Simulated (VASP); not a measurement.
Input:

```
MgSe
1.0
    0.00000     2.72475     2.72475
    2.72475     0.00000     2.72475
    2.72475     2.72475     0.00000
Mg Se
1 1
Direct
  0.00000   0.00000   0.00000
  0.50000   0.50000   0.50000
```

Calculation: r2SCAN+rVV10, VASP's PBE PAW potentials (set 64) (plane waves; VASP). Numerical set-up: 520 eV cut-off, 9×9×9 Γ-centred mesh, tetrahedra with Blöchl corrections, potentials Mg Se.

### Question
Give the energies of bands 2 to 7 at the high-symmetry points, in eV from the valence-band maximum.

### Answer

```
band     Γ      X      U      L      W
----  ----  -----  -----  -----  -----
2     0.00  -4.35  -3.84  -5.00  -3.38
3     0.00  -1.83  -3.35  -0.61  -3.38
4     0.00  -1.83  -1.48  -0.61  -2.53
5     3.47   2.44   3.65   4.48   5.15
6     7.99   4.48   6.89   6.69   7.71
7     7.99  12.84   9.66   6.69   8.22
```

The gap is indirect, 2.44 eV, from the valence maximum at Γ to the conduction minimum at X.

The compound is MgSe in the rock salt structure. It was relaxed first.
